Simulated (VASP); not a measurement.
Here is the system:

```xyz
1
Lattice="-1.5892 1.5892 2.4739 1.5892 -1.5892 2.4739 1.5892 1.5892 -2.4739" Properties=species:S:1:pos:R:3 pbc="T T T"
In     0.0000     0.0000     0.0000
```

Method: PBEsol GGA, VASP's PBE PAW potentials (set 64) (plane waves; VASP). Settings: 480 eV cut-off, 14×14×14 Γ-centred mesh, first-order Methfessel-Paxton smearing of 0.10 eV, potentials In_d.

Question: Give the stress tensor in GPa (positive for a compressed cell).

Answer: 
```
1.21  0.00  0.00
0.00  1.21  0.00
0.00  0.00  0.63
```
The pressure is its mean diagonal, 1.02 GPa.

The compound is In in the bct structure. This cell was strained or had an atom moved on purpose.
